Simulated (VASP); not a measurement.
All values below come from PBE GGA, VASP's PBE PAW potentials (set 64) (plane waves; VASP).

The input files of a VASP run:

INCAR:
```
ALGO=Normal
NELM=100
LCHARG=.TRUE.
NEDOS=601   # DOS grid
ISMEAR=-5   # tetrahedra, Bloechl
ENCUT=400   # plane-wave cut-off (eV)
LMAXMIX=4   # l cut-off of mixed one-centre charges
EDIFF=1E-7   # SCF stop (eV)
PREC=Accurate
SYSTEM=GaP
ISIF=2
LWAVE=.FALSE.
LASPH=.TRUE.   # aspherical one-centre terms
GGA=PE   # PBE
LREAL=.FALSE.
LORBIT=11   # lm-projected
```

### KPOINTS
```
Regular mesh
0
G
9 9 9
0 0 0
```

POSCAR:
```
GaP
1
    0.0000000000     2.7505269280     2.7505269280
    2.7505269280     0.0000000000     2.7505269280
    2.7505269280     2.7505269280     0.0000000000
Ga P
1 1
Direct
  0.0000000000   0.0000000000   0.0000000000
  0.2500000000   0.2500000000   0.2500000000
```

POTCAR, in this order: Ga_d P (PBE.64 set). Program: vasp_std.

Q: Predict the energy per atom (σ→0), band gap (on the k-mesh).

A: 
* **energy per atom (σ→0)**: -4.563 eV/atom
* **band gap (on the k-mesh)**: 1.60 eV

**OSZICAR**
```
...
DAV:   8    -0.912525483718E+01   -0.16146E-03   -0.14077E-02  1085   0.176E+00    0.152E-01
DAV:   9    -0.912563277111E+01   -0.37793E-03   -0.15896E-03  1149   0.690E-01    0.930E-02
DAV:  10    -0.912569948233E+01   -0.66711E-04   -0.13159E-04  1303   0.122E-01    0.468E-02
DAV:  11    -0.912577495500E+01   -0.75473E-04   -0.11576E-04   995   0.112E-01    0.724E-03
DAV:  12    -0.912577409834E+01    0.85666E-06   -0.47731E-06  1220   0.354E-02    0.251E-03
DAV:  13    -0.912577451263E+01   -0.41429E-06   -0.14916E-06  1045   0.120E-02    0.176E-03
DAV:  14    -0.912577445621E+01    0.56411E-07   -0.95721E-08   740   0.400E-03
   1 F= -.91257745E+01 E0= -.91257745E+01  d E =0.000000E+00
```

The structure was generated: GaP was put into the zinc blende type (F-43m), which need not be its known phase. It was relaxed first, which changed the volume by +13 %.
